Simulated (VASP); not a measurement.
Level of theory: LDA (Ceperley-Alder, Perdew-Zunger), VASP's LDA PAW potentials (set 64) (plane waves; VASP).

VASP ran on this input.

INCAR:
```
# general
SYSTEM  = SrTiO3
PREC    = Accurate
ENCUT   = 520   # plane-wave cut-off (eV)
LREAL   = F   # projection in real space or not
LASPH   = T
ICHARG  = 11   # fixed density

# electronic loop
EDIFF   = 1E-7
NELM    = 100
ALGO    = Normal   # blocked Davidson
LMAXMIX = 4   # l cut-off of mixed one-centre charges

# smearing
ISMEAR  = 0   # Gaussian
SIGMA   = 0.05   # width (eV)

# output
LWAVE   = F
LCHARG  = F
LORBIT  = 11   # lm-projected
```

POSCAR:
```
SrTiO3
1
    3.8616565374     0.0000000000     0.0000000000
    0.0000000000     3.8616565374     0.0000000000
    0.0000000000     0.0000000000     3.8616565374
Sr Ti O
1 1 3
Direct
  0.0000000000   0.0000000000   0.0000000000
  0.5000000000   0.5000000000   0.5000000000
  0.5000000000   0.0000000000   0.5000000000
  0.0000000000   0.5000000000   0.5000000000
  0.5000000000   0.5000000000   0.0000000000
```

KPOINTS:
```
k-points along high-symmetry lines
15
Line-mode
Reciprocal
  0.000000   0.000000   0.000000 ! GAMMA
  0.000000   0.500000   0.000000 ! X

  0.000000   0.500000   0.000000 ! X
  0.500000   0.500000   0.000000 ! M

  0.500000   0.500000   0.000000 ! M
  0.000000   0.000000   0.000000 ! GAMMA

  0.000000   0.000000   0.000000 ! GAMMA
  0.500000   0.500000   0.500000 ! R

  0.500000   0.500000   0.500000 ! R
  0.000000   0.500000   0.000000 ! X

  0.500000   0.500000   0.500000 ! R
  0.500000   0.500000   0.000000 ! M
```

POTCAR, in this order: Sr_sv Ti_sv O (LDA.64 set). Program: vasp_std. Read from the step before: CHGCAR.

The resulting files:

**OUTCAR**
```
 ion  position               nearest neighbor table
   1  0.000  0.000  0.000-   3 2.73   4 2.73   5 2.73   3 2.73   4 2.73   4 2.73   5 2.73   4 2.73
                             3 2.73   5 2.73   3 2.73   5 2.73   2 3.34   2 3.34   2 3.34   2 3.34
   2  0.500  0.500  0.500-   3 1.93   4 1.93   5 1.93   5 1.93   3 1.93   4 1.93   1 3.34   1 3.34
                             1 3.34   1 3.34   1 3.34   1 3.34   1 3.34   1 3.34
   3  0.500  0.000  0.500-   2 1.93   2 1.93   1 2.73   1 2.73   1 2.73   1 2.73
   4  0.000  0.500  0.500-   2 1.93   2 1.93   1 2.73   1 2.73   1 2.73   1 2.73
   5  0.500  0.500  0.000-   2 1.93   2 1.93   1 2.73   1 2.73   1 2.73   1 2.73
  LATTYP: Found a simple cubic cell.
 ALAT       =     3.8616565374
 Subroutine PRICEL returns:
 Original cell was already a primitive cell.
 Subroutine GETGRP returns: Found 48 space group operations
The static configuration has the point symmetry O_h .
The dynamic configuration has the point symmetry O_h .
 Subroutine INISYM returns: Found 48 space group operations
   k-points           NKPTS =     90   k-points in BZ     NKDIM =     90   number of bands    NBANDS=     24
   number of dos      NEDOS =    301   number of ions     NIONS =      5
   total plane-waves  NPLWV =  27000
   dimension x,y,z NGX =    30 NGY =   30 NGZ =   30
   dimension x,y,z NGXF=    60 NGYF=   60 NGZF=   60
   ions per type =               1   1   3
   PREC   = accura    normal or accurate (medium, high low for compatibility)
   ISTART =      0    job   : 0-new  1-cont  2-samecut
   ICHARG =     11    charge: 1-file 2-atom 10-const
   ISPIN  =      1    spin polarized calculation?
   LNONCOLLINEAR =      F non collinear calculations
   LSORBIT =      F    spin-orbit coupling
   INIWAV =      1    electr: 0-lowe 1-rand  2-diag
   ENCUT  =  520.0 eV  38.22 Ry    6.18 a.u.   7.18  7.18  7.18*2*pi/ulx,y,z
   NELM   =    100;   NELMIN=  2; NELMDL= -5     # of ELM steps
   EDIFF  = 0.1E-06   stopping-criterion for ELM
   LREAL  =      F    real-space projection
   NLSPLINE    = F    spline interpolate recip. space projectors
   LMAXMIX     =    4 max onsite mixed and CHGCAR
   VOSKOWN=      0    Vosko Wilk Nusair interpolation
   EDIFFG = 0.1E-05   stopping-criterion for IOM
   NSW    =      0    number of steps for IOM
   NBLOCK =      1;   KBLOCK =      1    inner block; outer block
   IBRION =     -1    ionic relax: 0-MD 1-quasi-New 2-CG
...
```

OSZICAR:
```
       N       E                     dE             d eps       ncg     rms          rms(c)
DAV:   1     0.413802787167E+03    0.41380E+03   -0.22286E+04  4320   0.188E+03
DAV:   2     0.676922592604E+01   -0.40703E+03   -0.40039E+03  4776   0.496E+02
DAV:   3    -0.408650174856E+02   -0.47634E+02   -0.46071E+02  7080   0.143E+02
DAV:   4    -0.427008097188E+02   -0.18358E+01   -0.18346E+01  5488   0.277E+01
DAV:   5    -0.427627535551E+02   -0.61944E-01   -0.61943E-01  6256   0.420E+00
DAV:   6    -0.427635942790E+02   -0.84072E-03   -0.84072E-03  5864   0.493E-01
DAV:   7    -0.427636105007E+02   -0.16222E-04   -0.16222E-04  6280   0.628E-02
DAV:   8    -0.427636108175E+02   -0.31676E-06   -0.31684E-06  5744   0.748E-03
DAV:   9    -0.427636108237E+02   -0.62214E-08   -0.62005E-08  4184   0.109E-03
   1 F= -.42763611E+02 E0= -.42763611E+02  d E =-.504959E-31
```

**OUTCAR**
```
 val. band max:        4.1604910928   @ k =   0.5000   0.5000   0.5000

 cond. band min:       5.9668002743   @ k =   0.0000   0.0000   0.0000



 k-point     1 :       0.0000    0.0000    0.0000
  band No.  band energies     occupation
      1     -51.4310      2.00000
      2     -28.2362      2.00000
      3     -28.1072      2.00000
      4     -28.1072      2.00000
      5     -28.1072      2.00000
      6     -13.0932      2.00000
      7     -12.0442      2.00000
      8     -12.0442      2.00000
      9     -10.3540      2.00000
     10     -10.3540      2.00000
     11     -10.3540      2.00000
     12       1.2938      2.00000
     13       1.2938      2.00000
     14       1.2938      2.00000
     15       2.9136      2.00000
     16       2.9136      2.00000
     17       2.9136      2.00000
     18       3.8241      2.00000
     19       3.8241      2.00000
     20       3.8241      2.00000
     21       5.9668      0.00000
     22       5.9668      0.00000
     23       5.9668      0.00000
     24       8.7250      0.00000

 k-point     2 :       0.0000    0.0357    0.0000
  band No.  band energies     occupation
      1     -51.4309      2.00000
      2     -28.2377      2.00000
      3     -28.1071      2.00000
      4     -28.1071      2.00000
      5     -28.1064      2.00000
      6     -13.0937      2.00000
      7     -12.0461      2.00000
      8     -12.0436      2.00000
      9     -10.3533      2.00000
     10     -10.3533      2.00000
     11     -10.3424      2.00000
     12       1.2753      2.00000
     13       1.2922      2.00000
     14       1.2922      2.00000
     15       2.8937      2.00000
     16       2.8937      2.00000
     17       2.8997      2.00000
     18       3.7771      2.00000
     19       3.8130      2.00000
     20       3.8130      2.00000
     21       5.9691      0.00000
     22       6.0027      0.00000
     23       6.0027      0.00000
     24       8.7269      0.00000

...
```

The density is held fixed in this step, so its total energy and stress have no physical meaning.

The compound is SrTiO3 in the cubic perovskite structure, the ideal cubic form; the compound distorts at low or room temperature. It was relaxed first.
